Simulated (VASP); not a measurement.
A run of VASP 6.6.1:

INCAR

```
SYSTEM = Be2B3
  ALGO = Fast
  EDIFF = 1E-6
  ENCUT = 520
  GGA = PE
  ISIF = 2
  ISMEAR = 0
  LASPH = .True.
  LCHARG = .False.
  LREAL = .False.
  LWAVE = .False.
  NBANDS = 14
  NELM = 100
  PREC = Accurate
  SIGMA = 0.1
```

KPOINTS

```
k-points
0
Gamma
  15 15 10
  0 0 0
```

POSCAR

```
Be2B3
1.0
    3.5397470091      0.0000000000      0.0000000000
   -1.7698735045      3.0655108328      0.0000000000
    0.0000000000      0.0000000000      3.4980264955
Be B
2 3
Direct
    0.6666666667      0.3333333333      0.5000000000
    0.3333333333      0.6666666667      0.0000000000
    0.0000000000      0.0000000000      0.7498397208
    0.0000000000      0.0000000000      0.2501602792
    0.6666666667      0.3333333333      0.0000000000
```

Potentials or basis: VASP PAW PBE potentials, release 64 (Be, B).

Run with:

```bash
$ cat potpaw_PBE.64/Be/POTCAR potpaw_PBE.64/B/POTCAR > POTCAR
$ mpirun -np 1 vasp_std > vasp.out
```

Hardware: 1 thread of Intel(R) Xeon(R) 6975P-C (Granite Rapids), on a shared host.

How long does it take, and how much memory?

Run time: 35 s on 1 thread of Intel(R) Xeon(R) 6975P-C (Granite Rapids), on a shared host, peak memory 0.2 GiB. Counts: scf iterations 13, k points 162.
